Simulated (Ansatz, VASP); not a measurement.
# Cross-check of Pd (Palladium) between VASP and Ansatz

One calculation is typed for both programs; each brings its own data sets and cutoff. How far apart do they land? The cell is taken from a series of VASP runs on this material, whose earlier steps may have relaxed, scaled or displaced it; both programs get it as it stands.

Program: Ansatz 0.2.0. Level of theory: plane waves, with VASP 6.6.1 beside it; single point at LDA. Results are calculated unless marked as measured.

## Step 1: Set-up

The structure is cubic, space group Fm-3m (No. 225). Conventional cell: a = 3.837 Å, b = 3.837 Å, c = 3.837 Å, α = 90.00°, β = 90.00°, γ = 90.00°. Pd has 12 Pd at 2.71 Å nearest.

Coordinates:

```cif
data_structure
_symmetry_space_group_name_H-M 'P 1'
_symmetry_Int_Tables_number 1
_cell_length_a 2.7135
_cell_length_b 2.7135
_cell_length_c 2.7135
_cell_angle_alpha 60.000
_cell_angle_beta 60.000
_cell_angle_gamma 60.000
_cell_volume 14.13
loop_
_atom_site_label
_atom_site_type_symbol
_atom_site_fract_x
_atom_site_fract_y
_atom_site_fract_z
_atom_site_occupancy
Pd1 Pd 0.00000 0.00000 0.00000 1
```

## Step 2: Ansatz: single point, LDA

Ansatz runs on its default PAW (the set named soft_2) files.

A single point gives forces, pressure and levels at one fixed geometry, so differences don't come from the geometry; what else differs is listed under the comparison.

input.yaml

```yaml
crystal:
  lattice:
    - [0.0, 1.9187192805, 1.9187192805]
    - [1.9187192805, 0.0, 1.9187192805]
    - [1.9187192805, 1.9187192805, 0.0]
  atoms:
    - { symbol: Pd, position: [0.0, 0.0, 0.0] }
hamiltonian:
  xc: lda
  pseudopotentials: { kind: paw }
kpoints:
  mp_grid: { grid: [15, 15, 15] }
scf:
  occupations: { method: tetrahedron }
output:
  forces: true
  stress: true
  write_density: true
  write_potential: true
  elf: true
  volumetric_format: npy
```

Command:

```bash
$ ansatz run input.yaml --threads 2 --pin off --max-ram 4608MiB --backend cpu --events-out ev --progress --plain --runs-dir out
```

Numbers of over 12 decimals in the logs are rounded to 6 here.

The log of the run:

```text
Warning: output.forces, output.stress, relax.cell or npt_langevin: where a Kohn–Sham band that disperses or a degenerate level is filled in part under the method tetrahedron, the forces or the stress that this run publishes need not agree with its energy (scf.occupations.method in the input reference, under Limitations); prefer a smearing scheme for the forces or the stress
Engine: ansatz 0.2.0, aarch64-unknown-linux-gnu
Pseudopotentials: kind: paw
Pseudopotential: Pd, paw, valence charge 18, recommended cutoff 420 eV (normal), Pd.paw.azcp
Functional definition: SPW92
  exchange = slater_x
  correlation = pw_c
Crystal: 1 atoms, lattice volume = 14.127 Å³
Basis set: ecut = 420 eV, 283 PW (Γ)
Bands: 13, of which v1, the nominal top of the filled ones, is band 9 counted from 1 (8 counted from 0)
Symmetry: 48 space group operations
Space group: Fm-3m (ITA 225), of the structure as read, at distance tolerance 2.4e-5 Å
k-points: 120 of 3375
Non-local potential: Pd, projectors of the file, l = 0: 2, l = 1: 2, l = 2: 2, l = 3: 1
PAW form: soft (Blöchl's): semilocal exchange-correlation on the pseudo side does not see the compensation charge
PAW frozen core: Pd, regenerated for the run's functional, and the local potential with it (the file was generated under x = pbe(κ = 0.804, μ = 0.219515), c = pbe(β = 0.066725))
PAW one-centre angular grid: Pd, 590 points (default); XC on 64 Gauss nodes
Initial density: superposition of atomic densities (neutral atoms: chi_scale 0, normalization atom), corrected by the library's trained network
Initial wavefunctions: pseudopotential atomic-orbital guess
Functional: x = slater, c = lda
SCF iter   1: F=—  HF=-6844.588480 eV  |F-HF|=—  |Δ(HF+E_count)|=         —  Δρ=1.17e-2  dr2=1.41e-2  ethr=1.77e-3  ⟨swp⟩=5.9  Hψ=8905  notcnv=0
preconditioner: auto → none  [metal: no gap  n_scr=8 (ndim 8)  ℏωp=31.2 eV  f_vac=0.000  sad-step TF]
SCF iter   2: F=—  HF=-6844.585014 eV  |F-HF|=—  |Δ(HF+E_count)|=   3.47e-3  Δρ=3.78e-3  dr2=8.91e-4  ethr=7.85e-5  ⟨swp⟩=2.4  Hψ=3206  notcnv=0  defer=3
SCF iter   3: F=—  HF=-6844.584723 eV  |F-HF|=—  |Δ(HF+E_count)|=   2.90e-4  Δρ=9.66e-4  dr2=2.83e-5  ethr=4.95e-6  ⟨swp⟩=2.4  Hψ=2554  notcnv=0  defer=3
SCF iter   4: F=—  HF=-6844.584716 eV  |F-HF|=—  |Δ(HF+E_count)|=   7.07e-6  Δρ=6.98e-5  dr2=3.80e-7  ethr=1.57e-7  ⟨swp⟩=2.9  Hψ=2787  notcnv=0  defer=3
SCF iter   5: F=-6844.584717 eV  HF=-6844.584717 eV  |F-HF|=1.30e-9  |Δ(HF+E_count)|=   9.66e-7  Δρ=5.83e-6  dr2=1.54e-9  ethr=5.56e-10  ⟨swp⟩=7.0  Hψ=7880  notcnv=0
SCF 1 converged in 5 iterations: F = -6844.584717 eV  dr2 = 1.54e-9
  greatest PAW one-centre occupation: 0.998 electrons in one spin orbital (limit 2), on the Pd atom at site 0 (counted from 0), in its partial waves of l = 0
SCF converged after 5 iterations
Stability not checked: this state was not tested for a lower state beside it, because cold or Methfessel-Paxton smearing, or corrected tetrahedra, fill the levels in a way that the test cannot read (fill_not_monotonic; see scf.lower_state_search)
Free energy (F): -6844.584717 eV
Harris-Foulkes:  -6844.584717 eV  (|F-HF|=1.30e-9)
Internal energy: -6844.584672 eV  (E = F + TS)
E sigma→0 (E₀):  -6844.584717 eV
Entropy (-TS):   -0.000045 eV (-0.045 meV/atom)
Fermi energy:    20.622278 eV
--- Per-component energies (eV) ---
  E_band       = -123.919954
  E_kinetic    = 514.411256
  E_local      = -1691.529073  (includes V_loc(G=0)·N_el)
  E_nonlocal   = 222.754572
  E_hartree    = 687.115857
  E_xc         = -168.216173
  E_vxc        = -212.032965  (∫ρ·V_xc dr)
  E_paw        = -3622.707788  (= ΣΔE_a)
  E_vpaw       = -331.756144  (= ΣTr[D̂ρ^β])
  E_aug_tail   = 0.000187  (compensation charges beyond the density's cutoff)
  E_ewald      = -2787.094244
  E_core_change = 0.680734  (= ΣΔE_core)
  E_smearing   = -0.000045  (= −TS)
  E_closure    = 0.000000  (closes the sum)
  Σ components = -6844.584717   (vs F -6844.584717, Δ=0.00e0)
--- Forces (eV/Å), atoms counted from 1 ---
  atom   1  Pd    -0.00000000     0.00000000    -0.00000000
  max |Σ_I F_I| component: 1.03e-32 eV/Å
--- Stress (GPa, compression-positive) ---
        0.246373       0.000000       0.000000
        0.000000       0.246373       0.000000
       -0.000000       0.000000       0.246373
  P = ⅓ Tr σ = 0.2464 GPa (2.464 kbar)
--- Band table (eV; the first three rows and the last of 120) ---
  k-point 0: bands = [... 5 lower, 17.5681, 17.5681, 17.5681, 19.3319, 19.3319, 37.6291, 42.5077, 42.5077]
  k-point 1: bands = [... 5 lower, 17.5059, 17.6281, 17.6281, 19.3024, 19.3024, 37.8223, 41.5378, 42.7158]
  k-point 2: bands = [... 5 lower, 17.3661, 17.7733, 17.7733, 19.2535, 19.2535, 38.2085, 39.6868, 43.3035]
  k-point 119: bands = [... 5 lower, 16.7418, 17.2259, 19.2294, 20.9076, 29.3661, 29.4202, 31.5112, 33.0687]
```

Wall time 1.4 s (2 threads of Arm Neoverse N1, shared host); peak memory 0.26 GiB.

Reading the cycles: dr2 is the Hartree energy of the density residual (eV), the measure of convergence; HF is the Harris–Foulkes estimate of the energy, which meets the free energy F at convergence.

The run ends at a pressure of 0.25 GPa.

## Step 3: VASP: single point, LDA

The same cell, functional (in two slightly different forms), mesh and smearing now go to VASP, with its own data sets and cutoff.

Lines of VASP's logs that name or quote its potential files are left out, and so is its time.

INCAR

```
SYSTEM = Pd
PREC = Accurate
ENCUT = 400
EDIFF = 1E-06
NELM = 100
ISMEAR = -5
SIGMA = 0.2
LREAL = .FALSE.
ALGO = Normal
GGA = CA
NBANDS = 16
LASPH = .TRUE.
LORBIT = 11
LWAVE = .FALSE.
LCHARG = .FALSE.
KPAR = 2
NEDOS = 2001
```

POSCAR

```
Pd
1.0
    0.0000000000      1.9187192805      1.9187192805
    1.9187192805      0.0000000000      1.9187192805
    1.9187192805      1.9187192805      0.0000000000
Pd
1
Direct
    0.0000000000      0.0000000000      0.0000000000
```

KPOINTS

```
Automatic mesh
0
Gamma
15 15 15
0 0 0
```

PAW data sets: Pd (LDA family, release 64).

Command:

```bash
$ mpirun -np 2 vasp_std
```

The log of the run:

```text
[banner, memory and clock lines left out]
running    2 mpi-ranks, on    1 nodes
 distrk:  each k-point on    1 cores,    2 groups
 distr:  one band on    1 cores,    1 groups

 POSCAR found type information on POSCAR Pd
 POSCAR found :  1 types and       1 ions
 LDA part: xc-table for (Slater(with rela. corr.)+CA(PZ))
 , standard interpolation
 POSCAR, INCAR and KPOINTS ok, starting setup
 FFT: planning ... GRIDC
 FFT: planning ... GRID_SOFT
 FFT: planning ... GRID
 WAVECAR not read
 entering main loop
       N       E                     dE             d eps       ncg     rms          rms(c)
DAV:   1     0.382076238110E+02    0.38208E+02   -0.39326E+03  3920   0.468E+02
DAV:   2    -0.617322877465E+01   -0.44381E+02   -0.42590E+02  5184   0.136E+02
DAV:   3    -0.684499541186E+01   -0.67177E+00   -0.67141E+00  4832   0.166E+01
DAV:   4    -0.684639946328E+01   -0.14041E-02   -0.14037E-02  4880   0.815E-01
DAV:   5    -0.684640551331E+01   -0.60500E-05   -0.60400E-05  4808   0.458E-02    0.918E+00
DAV:   6    -0.651735690634E+01    0.32905E+00   -0.11689E+00  5536   0.636E+00    0.431E+00
DAV:   7    -0.650081088147E+01    0.16546E-01   -0.16660E-02  5320   0.688E-01    0.221E+00
DAV:   8    -0.649514530313E+01    0.56656E-02   -0.14349E-03  5576   0.260E-01    0.127E-01
DAV:   9    -0.649512478248E+01    0.20521E-04   -0.36620E-05  4312   0.397E-02    0.124E-02
DAV:  10    -0.649512757667E+01   -0.27942E-05   -0.14302E-06  5536   0.712E-03    0.836E-03
DAV:  11    -0.649512733981E+01    0.23686E-06   -0.31949E-08  3456   0.127E-03
   1 F= -.64951273E+01 E0= -.64951273E+01  d E =0.000000E+00
|                                                                             |
|           W    W    AA    RRRRR   N    N  II  N    N   GGGG   !!!           |
|           W    W   A  A   R    R  NN   N  II  NN   N  G    G  !!!           |
|           W    W  A    A  R    R  N N  N  II  N N  N  G       !!!           |
|           W WW W  AAAAAA  RRRRR   N  N N  II  N  N N  G  GGG   !            |
|           WW  WW  A    A  R   R   N   NN  II  N   NN  G    G                |
|           W    W  A    A  R    R  N    N  II  N    N   GGGG   !!!           |
|                                                                             |
|     Tetrahedron method does not include variations of the Fermi             |
|     occupations, so forces and stress will be inaccurate. We suggest        |
|     using a different smearing scheme ISMEAR = 1 or 2 for metals in         |
|     relaxations.                                                            |
|                                                                             |
```

Parts of OUTCAR (step 3):

```text
ion  position               nearest neighbor table
   1  0.000  0.000  0.000-

  LATTYP: Found a face centered cubic cell.
 ALAT       =     3.8374385610

 Subroutine GETGRP returns: Found 48 space group operations
 (whereof 48 operations were pure point group operations)

The static configuration has the point symmetry O_h .

 Found    120 irreducible k-points:

   k-points           NKPTS =    120   k-points in BZ     NKDIM =    120   number of bands    NBANDS=     16

   dimension x,y,z NGX =    18 NGY =   18 NGZ =   18
   dimension x,y,z NGXF=    36 NGYF=   36 NGZF=   36

   ENCUT  =  400.0 eV  29.40 Ry    5.42 a.u.   4.42  4.42  4.42*2*pi/ulx,y,z

   NELECT =      10.0000    total number of electrons

 k-points in reciprocal lattice and weights: Automatic mesh
   0.00000000  0.00000000  0.00000000       0.000
   0.06666667  0.00000000  0.00000000       0.002
   0.13333333  0.00000000  0.00000000       0.002
   0.20000000  0.00000000  0.00000000       0.002
   0.26666667  0.00000000  0.00000000       0.002
   0.33333333  0.00000000  0.00000000       0.002
   0.40000000  0.00000000  0.00000000       0.002
   0.46666667  0.00000000  0.00000000       0.002
   0.06666667  0.06666667  0.00000000       0.002
[...]
-0.33333333  0.46666667  0.20000000       0.007
  -0.26666667  0.46666667  0.20000000       0.007

 average (electrostatic) potential at core
       1 -70.2120

 E-fermi :  10.3307

 k-point     1 :       0.0000    0.0000    0.0000
  band No.  band energies     occupation
    ...
      2       7.2751      2.00000
      3       7.2751      2.00000
      4       7.2751      2.00000
      5       9.0423      2.00000
      6       9.0423      2.00000
      7      27.4876      0.00000
      8      32.4569      0.00000
      9      32.4569      0.00000
     10      32.4569      0.00000
     11      35.9727      0.00000
    ...

 k-point     2 :       0.0667    0.0000    0.0000
  band No.  band energies     occupation
    ...
      2       7.2128      2.00000
      3       7.3350      2.00000
      4       7.3350      2.00000
      5       9.0124      2.00000
      6       9.0124      2.00000
      7      27.6820      0.00000
      8      31.4376      0.00000
      9      32.6647      0.00000
     10      32.6647      0.00000
     11      35.9968      0.00000
    ...

 k-point     3 :       0.1333    0.0000    0.0000
  band No.  band energies     occupation
    ...
      2       7.0729      2.00000
      3       7.4803      2.00000
      4       7.4803      2.00000
      5       8.9630      2.00000
      6       8.9630      2.00000
      7      28.0624      0.00000
      8      29.5377      0.00000
      9      33.2444      0.00000
     10      33.2444      0.00000
     11      36.0062      0.00000
    ...

  Total        0.0063680      0.0063680      0.0063680     -0.0000000      0.0000000      0.0000000
  in kB        0.7221823      0.7221823      0.7221823     -0.0000000      0.0000000      0.0000000
  external PRESSURE =       0.7221823 kB  Pullay stress =       0.0000000 kB

  energy-cutoff  :      400.00
  volume of cell :       14.13
      direct lattice vectors                 reciprocal lattice vectors
     0.000000000  1.918719280  1.918719280    -0.260590491  0.260590491  0.260590491
     1.918719280  0.000000000  1.918719280     0.260590491 -0.260590491  0.260590491
     1.918719280  1.918719280  0.000000000     0.260590491  0.260590491 -0.260590491

 POSITION                                       TOTAL-FORCE (eV/Angst)
 -----------------------------------------------------------------------------------
      0.00000      0.00000      0.00000         0.000000      0.000000     -0.000000
 -----------------------------------------------------------------------------------
    total drift:                                0.000000     -0.000000     -0.000000

  FREE ENERGIE OF THE ION-ELECTRON SYSTEM (eV)
  ---------------------------------------------------
  free  energy   TOTEN  =        -6.4951273398 eV

  energy  without entropy=       -6.4951273398  energy(sigma->0) =       -6.49512734

 total charge
# of ion       s       p       d       tot
------------------------------------------
    1        0.514   0.531   8.490   9.534

[... 3 further parts left out ...]
```

With tetrahedra the forces and stress of a metal are not exact derivatives of the energy.

## Step 4: Side by side

Known differences besides the potentials themselves: the two LDA forms differ slightly; the data sets hold 18 valence electrons in Ansatz (default PAW (the set named soft_2) files) and 10 in VASP; the cutoff is 420 eV in Ansatz and 400 eV in VASP; VASP's log shows a relativistic correction to its local exchange, Ansatz's none. Total energies have different zeros and are not compared.

Compared:

```
      quantity  Ansatz  VASP  difference
pressure (GPa)    0.25  0.07       +0.17
```

## Step 5: What the set-up changes

Further runs change the set-up of one program: Ansatz's method, potentials or start, or VASP's data sets, cutoff or form of LDA. The table gives Ansatz less VASP for each quantity, since a change that brings one quantity closer may part another.

```
                              run  pressure (GPa)
                         as above            0.17
Ansatz's all-electron LAPW method            0.16
```

## Step 6: Results

```
difference in pressure (single point, LDA) : 0.17 GPa
```

What this shows: The difference in pressure is 0.17 GPa (single point, LDA), within the 1 GPa picked in this series as the mark of a large difference. For single point, LDA, no further run moves any of the tabulated differences by more than a quarter of its size. How closely two codes agree says nothing of how well the functional describes the real material.

[Lines on the potential files, build, host, timing and source positions are cut from VASP's logs without a mark.]

[Logs are printed without paths, hosts, clocks, repeated set-up lines and the standing remarks that a program may print on its own settings, such as how far it seeks lower states.]

[Hosts, paths, dates, database ids (printed as entryN), source tags and the programs' standing remarks are cut or masked in the printed files.]
